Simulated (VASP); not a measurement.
## VSi$_{2}$ (space group P6_222): computed properties

The numbers are results of r2SCAN meta-GGA, VASP's PBE PAW potentials (set 64) (plane waves; VASP), not measurements.

```
Property                                                                                                   Result
----------------------------------  -----------------------------------------------------------------------------
space group                                                                                          P6_222 (180)
cell                                a = 4.5308 Å, b = 4.5308 Å, c = 6.3168 Å, α = 90.00°, β = 90.00°, γ = 120.00°
volume per atom                                                                                     12.48 Å³/atom
band gap (over mesh and band path)                                       none (metal, semimetal or under 0.01 eV)
density                                                                                                4.75 g/cm³
```

```
VSi2
1.0
    4.53076     0.00000     0.00000
   -2.26538     3.92376     0.00000
    0.00000     0.00000     6.31679
V Si
3 6
Direct
  0.00000   0.50000   0.16667
  0.50000   0.00000   0.50000
  0.50000   0.50000   0.83333
  0.83767   0.67534   0.50000
  0.16233   0.83767   0.83333
  0.32466   0.16233   0.16667
  0.16233   0.32466   0.50000
  0.83767   0.16233   0.83333
  0.67534   0.83767   0.16667
```

The structure comes from a computed database's VSi2 entry (P6_222); how it stands against other phases isn't given here. It was relaxed first. Symmetry was kept, so distortions that lower it aren't found. The run is not spin-polarised, so no magnetic state was tried. The electron count is odd and the run is not spin-polarised, which forces a metal.
